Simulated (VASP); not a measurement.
An input for Quantum ESPRESSO's pw.x (written as the equivalent of a VASP run, and not itself run):

```
&CONTROL
  calculation = 'vc-relax'
  pseudo_dir = './pseudo'
  outdir = './out'
  tprnfor = .true.
  tstress = .true.
  nstep = 40
  forc_conv_thr = 0.00078
/
&SYSTEM
  ibrav = 0
  nat = 5
  ntyp = 3
  ecutwfc = 84
  occupations = 'smearing'
  smearing = 'gaussian'
  degauss = 0.003675
  input_dft = 'pbe'
/
&ELECTRONS
  conv_thr = 7.3e-08
  electron_maxstep = 100
/
&IONS
/
&CELL
  press = 300
/
ATOMIC_SPECIES
  Ba 137.327 Ba.upf
  Zr 91.224 Zr.upf
  O 15.999 O.upf
CELL_PARAMETERS angstrom
     4.0344280    0.0000000   -0.0000000
     0.0000000    4.0344280    0.0000000
     0.0000000    0.0000000    4.0344280
ATOMIC_POSITIONS crystal
  Ba   0.0000000  0.0000000  0.0000000
  Zr   0.5000000  0.5000000  0.5000000
  O    0.5000000  0.0000000  0.5000000
  O    0.0000000  0.5000000  0.5000000
  O    0.5000000  0.5000000  0.0000000
K_POINTS automatic
  6 6 6 0 0 0
```

Task: Write the VASP files for the same calculation (PBE).

Result: This is not unique; one that fits is 
### KPOINTS
```
Regular mesh
0
G
 6 6 6
```

**INCAR**
```
ISMEAR = 0   # Gaussian
SYSTEM = BaZrO3
ENCUT = 620   # plane-wave cut-off (eV)
LREAL = .FALSE.   # projection in real space or not
LMAXMIX = 4   # l cut-off of mixed one-centre charges
LWAVE = .FALSE.
PSTRESS = 300   # kbar
PREC = Accurate
LASPH = .TRUE.
SIGMA = 0.05
GGA = PE   # PBE
ISIF = 3   # ions, shape and volume
NSW = 40
LCHARG = .FALSE.
EDIFFG = -0.02
NELM = 100   # most electronic steps
ALGO = Normal   # blocked Davidson
IBRION = 2   # conjugate gradients
EDIFF = 1E-6   # SCF stop (eV)
```

**POSCAR**
```
BaZrO3
1
    4.0344279923     0.0000000000    -0.0000000000
    0.0000000000     4.0344279923     0.0000000000
    0.0000000000     0.0000000000     4.0344279923
Ba Zr O
1 1 3
Direct
  0.0000000000   0.0000000000   0.0000000000
  0.5000000000   0.5000000000   0.5000000000
  0.5000000000   0.0000000000   0.5000000000
  0.0000000000   0.5000000000   0.5000000000
  0.5000000000   0.5000000000   0.0000000000
```

POTCAR, in this order: Ba_sv Zr_sv O (PBE.64 set). Program: vasp_std.

Limits of the translation: the potentials are each code's own (VASP's PAW set, PseudoDojo norm-conserving files in pw.x), so ENCUT and ecutwfc are chosen apart and not converted; conv_thr bounds pw.x's estimated SCF error, while EDIFF bounds the energy change between steps; forc_conv_thr acts on force components and is met together with etot_conv_thr.

The compound is BaZrO3 in the cubic perovskite structure. It was relaxed first under an external pressure of 30 GPa.
